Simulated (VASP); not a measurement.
**Mo: relaxation of cell and atoms with PBE+D3(BJ)**

Crystal: Mo.

```xyz
1
Lattice="-1.5838 1.5838 1.5838 1.5838 -1.5838 1.5838 1.5838 1.5838 -1.5838" Properties=species:S:1:pos:R:3 pbc="T T T"
Mo    0.0000    0.0000    0.0000
```

* Program: VASP 6.6.1
* Task: relaxation of cell and atoms
* Functional: PBE
* Dispersion: D3(BJ)
* Potentials or basis: VASP PAW PBE potentials, release 64 (Mo_sv)
* Cutoff: 600 eV
* k mesh: 18 × 18 × 18
* Occupations: gaussian, width 0.1 eV
* Spin: no spin polarisation
* Further INCAR settings: ALGO = Fast; EDIFF = 1e-07; IBRION = 2; EDIFFG = -0.005; NSW = 90; ISIF = 3

The relaxed volume is 15.36 Å³/atom and the relaxed cell is a = 2.712 Å, b = 2.712 Å, c = 2.712 Å, α = 109.47°, β = 109.47°, γ = 109.47°. The space group after relaxing (to 0.05 Å) is Im-3m (No. 229) and the energy gained by relaxing is 15.0 meV/atom. The ionic steps are 7, the pressure after relaxing is 0.0 GPa and the band gap on the k mesh is none (metal or under the smearing width). The dispersion energy per atom is -0.727 eV.

The path:
| step | energy change (eV) | largest force (eV/Å) | pressure (GPa) | volume (Å³) |
| --- | --- | --- | --- | --- |
| 1 | 0.0000 | 0.0000 | -8.76 | 15.89 |
| 2 | 0.1134 | 0.0000 | 32.30 | 13.98 |
| 3 | -0.0149 | 0.0000 | -0.33 | 15.38 |
| 4 | -0.0150 | 0.0000 | -0.07 | 15.37 |
| 5 | -0.0150 | 0.0000 | 0.12 | 15.36 |
| 6 | -0.0150 | 0.0000 | -0.30 | 15.38 |
| 7 | -0.0150 | 0.0000 | 0.01 | 15.36 |

Final structure:
```
CELL_PARAMETERS angstrom
-1.56600 1.56600 1.56600
1.56600 -1.56600 1.56600
1.56600 1.56600 -1.56600
ATOMIC_POSITIONS crystal
Mo 0.00000 0.00000 0.00000
```

Levels at points of the mesh, in eV from the Fermi level:
```csv
k point,band 5,band 6,band 7,band 8,band 9,band 10
"(0.00, 0.00, 0.00)",-7.32,-1.42,-1.42,-1.42,1.67,1.67
"(0.50, 0.00, 0.00)",-5.45,-3.51,1.67,1.71,2.35,4.84
"(0.50, 0.50, 0.50)",-5.60,-5.60,4.06,4.06,4.06,9.18
```

Wall time 86 s on 1 thread of Intel(R) Xeon(R) Platinum 8488C (Sapphire Rapids), on a shared host, peak memory 0.2 GiB.

Caveat: pairwise dispersion overbinds metals, which lowers pressure and volume.
